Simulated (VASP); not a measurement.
Computed with PBE GGA, VASP's PBE PAW potentials (set 64) (plane waves; VASP 6.6.1).

VASP input:

**POSCAR**
```
PtSe2
1
    1.8151870000    -3.2568990000     0.0000000000
    1.8151870000     3.2568990000     0.0000000000
    0.0000000000     0.0000000000     5.1615400000
Pt Se
1 2
Direct
  0.0000000000   0.0000000000   0.0000000000
  0.3333330000   0.6666670000   0.2550000000
  0.6865150000   0.3531810000   0.7450000000
```

File KPOINTS:
```
Automatic
0
G
 6 6 4
0 0 0
```

### INCAR
```
SYSTEM = PtSe2
PREC = Accurate
ENCUT = 600
EDIFF = 1E-6
NELM = 100
ALGO = Normal
LREAL = .FALSE.
LASPH = .TRUE.
ISMEAR = 0
SIGMA = 0.05
GGA = PE
LMAXMIX = 6
LWAVE = .FALSE.
LCHARG = .FALSE.
ISIF = 2
```

POTCAR, in this order: Pt Se (PBE.64 set). Program: vasp_std.

Task: What will the output report for the number of irreducible k-points (NKPTS), number of bands (NBANDS), largest plane-wave count, number of space-group operations, FFT grid (NGX, NGY, NGZ)?

Result: 
The number of irreducible k-points (NKPTS) comes out as 76, the number of bands (NBANDS) is 15 and the largest plane-wave count comes out as 2057. The number of space-group operations comes out as 1 and the FFT grid (NGX, NGY, NGZ) comes out as 30 × 30 × 42.

The compound is PtSe2 in the 1T layered structure. The cell was not relaxed at this level, atoms are displaced from their ideal sites. The k-mesh is coarse (spacing up to 0.33 per Å, 2π included), so the numbers may not be converged in it. The run is one of a series of settings (ENCUT = 600 against the base run), some of them coarse on purpose.
